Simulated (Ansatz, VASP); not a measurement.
# Cross-check of TePt16 (Te/Pt(100)) between VASP and Ansatz, part 2 of 2

One calculation is typed for both programs; each brings its own data sets. How far apart do they land? The cell is taken from a series of runs on this material, whose earlier steps may have relaxed, scaled, displaced or heated it; both programs get it as it stands. Other levels of theory on this material are compared in a session of their own.

VASP 6.6.1 and Ansatz 0.2.0.

So far: Starting point; Ansatz: single point, RPBE; VASP: single point, RPBE.

### 3. VASP: single point, RPBE (continued)

Level of this step: RPBE; plane waves and PAW (Pt, Te) (VASP).

Numbers of over 12 decimals in the logs are rounded to 6 here.

From OUTCAR (step 3):

```text
ion  position               nearest neighbor table
   1  0.250  0.250  0.346-   5 2.77   9 2.77   5 2.77   9 2.77  10 2.77  14 2.77   6 2.77   2 2.77

  LATTYP: Found a simple tetragonal cell.
 ALAT       =     5.5437171646
 C/A-ratio  =     4.6958556236

 Subroutine GETGRP returns: Found  8 space group operations
 (whereof  2 operations were pure point group operations)

The static configuration has the point symmetry C_1h.
 The point group associated with its full space group is C_4v.

 Found     10 irreducible k-points:

   k-points           NKPTS =     10   k-points in BZ     NKDIM =     10   number of bands    NBANDS=    102

   dimension x,y,z NGX =    36 NGY =   36 NGZ =  180
   dimension x,y,z NGXF=    72 NGYF=   72 NGZF=  360

   ENCUT  =  400.0 eV  29.40 Ry    5.42 a.u.   9.04  9.04 42.45*2*pi/ulx,y,z

   NELECT =     166.0000    total number of electrons

 k-points in reciprocal lattice and weights: Automatic mesh
   0.00000000  0.00000000  0.00000000       0.028
   0.16666667  0.00000000  0.00000000       0.111
   0.33333333  0.00000000  0.00000000       0.111
   0.50000000  0.00000000  0.00000000       0.056
   0.16666667  0.16666667  0.00000000       0.111
   0.33333333  0.16666667  0.00000000       0.222
   0.50000000  0.16666667  0.00000000       0.111
   0.33333333  0.33333333  0.00000000       0.111
   0.50000000  0.33333333  0.00000000       0.111
   0.50000000  0.50000000  0.00000000       0.028

 dipolmoment           0.000000      0.000000     -0.196699 electrons x Angstroem

 average (electrostatic) potential at core
       1 -73.1586       2 -73.8457       3 -73.6647       4 -73.4830       5 -73.2142
       6 -73.8457       7 -73.7897       8 -73.4830       9 -73.2142      10 -73.8457
      11 -73.7897      12 -73.4830      13 -73.2377      14 -73.8457      15 -73.8217
      16 -73.4830      17 -94.9901

 E-fermi :   0.3439

 k-point     1 :       0.0000    0.0000    0.0000
  band No.  band energies     occupation
    ...
     77       0.2198      1.55127
     78       0.2198      1.55127
     79       0.3068      1.18326
     80       0.3068      1.18326
     81       0.4327      0.58270
     82       0.5767      0.17755
     83       0.5767      0.17755
     84       0.8957      0.00799
     85       0.9128      0.00674
     86       0.9569      0.00434
    ...

 k-point     2 :       0.1667    0.0000    0.0000
  band No.  band energies     occupation
    ...
     77       0.0480      1.90135
     78       0.0754      1.87223
     79       0.2829      1.29566
     80       0.3164      1.13651
     81       0.3254      1.09217
     82       0.4732      0.43038
     83       0.5632      0.20076
     84       0.5946      0.15066
     85       0.7313      0.04068
     86       0.7893      0.02299
    ...

 k-point     3 :       0.3333    0.0000    0.0000
  band No.  band energies     occupation
    ...
     81       0.2344      1.49845
     82       0.2527      1.42664
     83       0.3504      0.96731
     84       0.3557      0.94085
     85       0.4186      0.64294
     86       0.5765      0.17786
     87       0.5987      0.14504
     88       1.0723      0.00137
     89       1.2426      0.00025
     90       2.1563      0.00000
    ...

  Total        0.8051738      0.8051738      5.3071483     -0.0000000      0.0000000      0.0000000
  in kB        1.6124354      1.6124354     10.6280570     -0.0000000      0.0000000      0.0000000
  external PRESSURE =       4.6176426 kB  Pullay stress =       0.0000000 kB

  energy-cutoff  :      400.00
  volume of cell :      800.05
      direct lattice vectors                 reciprocal lattice vectors
     5.543717165  0.000000000  0.000000000     0.180384383  0.000000000  0.000000000
     0.000000000  5.543717165  0.000000000     0.000000000  0.180384383  0.000000000
     0.000000000  0.000000000 26.032495423     0.000000000  0.000000000  0.038413528

 POSITION                                       TOTAL-FORCE (eV/Angst)
 -----------------------------------------------------------------------------------
      1.38593      1.38593      9.00000        -0.000000     -0.000000     -0.469248
      0.00000      0.00000     10.96000        -0.044969     -0.044969      0.101512
      1.38593      1.38593     12.95534        -0.000000     -0.000000      0.004295
      5.50745      5.50745     15.02833        -0.002795     -0.002795      0.122262
      1.38593      4.15779      9.00000        -0.000000     -0.000000     -0.238891
      0.00000      2.77186     10.96000        -0.044969      0.044969      0.101512
      1.38593      4.15779     12.96848        -0.000000     -0.000000     -0.005597
      5.50745      2.80812     15.02833        -0.002795      0.002795      0.122262
      4.15779      1.38593      9.00000        -0.000000     -0.000000     -0.238891
      2.77186      0.00000     10.96000         0.044969     -0.044969      0.101512
      4.15779      1.38593     12.96848        -0.000000     -0.000000     -0.005597
      2.80812      5.50745     15.02833         0.002795     -0.002795      0.122262
      4.15779      4.15779      9.00000        -0.000000     -0.000000     -0.176342
      2.77186      2.77186     10.96000         0.044969      0.044969      0.101512
      4.15779      4.15779     13.02899        -0.000000     -0.000000     -0.001907
      2.80812      2.80812     15.02833         0.002795      0.002795      0.122262
      1.38593      1.38593     16.72197        -0.000000     -0.000000      0.237083
 -----------------------------------------------------------------------------------
    total drift:                                0.000000      0.000000      0.000389

  FREE ENERGIE OF THE ION-ELECTRON SYSTEM (eV)
  ---------------------------------------------------
  free  energy   TOTEN  =       -87.2312779814 eV

  energy  without entropy=      -86.3988093429  energy(sigma->0) =      -86.81504366

 vacuum level on the upper side and lower side of the slab         4.703         5.861

 total charge
# of ion       s       p       d       tot
------------------------------------------
    1        0.625   0.411   8.045   9.081
    2        0.625   0.585   8.021   9.232
    3        0.608   0.543   8.042   9.192
    4        0.635   0.498   8.071   9.204
    5        0.626   0.412   8.041   9.079
    6        0.625   0.585   8.021   9.232
    7        0.619   0.563   8.018   9.200
    8        0.635   0.498   8.071   9.204
    9        0.626   0.412   8.041   9.079
   10        0.625   0.585   8.021   9.232
   11        0.619   0.563   8.018   9.200
   12        0.635   0.498   8.071   9.204
   13        0.623   0.413   8.039   9.076
   14        0.625   0.585   8.021   9.232
   15        0.636   0.582   8.037   9.256
   16        0.635   0.498   8.071   9.204
   17        1.374   1.868   0.091   3.333
--------------------------------------------------
tot         11.397  10.099 128.741 150.237

[... 3 further parts left out ...]
```

### 4. Side by side

Known differences besides the potentials themselves: the data sets hold 304 valence electrons in Ansatz (on its default PAW (the set named soft_2) files) and 166 in VASP; the cutoff is 420 eV in Ansatz and 400 eV in VASP; Ansatz makes its cores anew for this functional, VASP keeps those of its PBE data sets. Total energies have different zeros and are not compared.

Both answers:

```
                                   quantity  Ansatz  VASP  difference
 work function, lower of the two faces (eV)    4.35  4.36       -0.01
work function, higher of the two faces (eV)    5.52  5.52        0.00
```

Where the cell holds vacuum, a pressure given here is an average over it and none of the material.

### 5. Outcome

```
difference in work function, lower of the two faces (single point, RPBE) : -0.0066 eV
```

The difference in work function, lower of the two faces is -0.0066 eV (single point, RPBE). The data sets hold unlike numbers of valence electrons (304 in Ansatz and 166 in VASP), so part of the differences may come from the potentials. 3 further pairs of this series are not shown here. How closely two codes agree says nothing of how well the functional describes the real material.

[Lines on the potential files, build, host, timing and source positions are cut from VASP's logs without a mark.]

[Logs are printed without paths, hosts, clocks, repeated set-up lines and the standing remarks that a program may print on its own settings, such as how far it seeks lower states.]

[Hosts, paths, dates, database ids (printed as entryN), source tags and the programs' standing remarks are cut or masked in the printed files.]
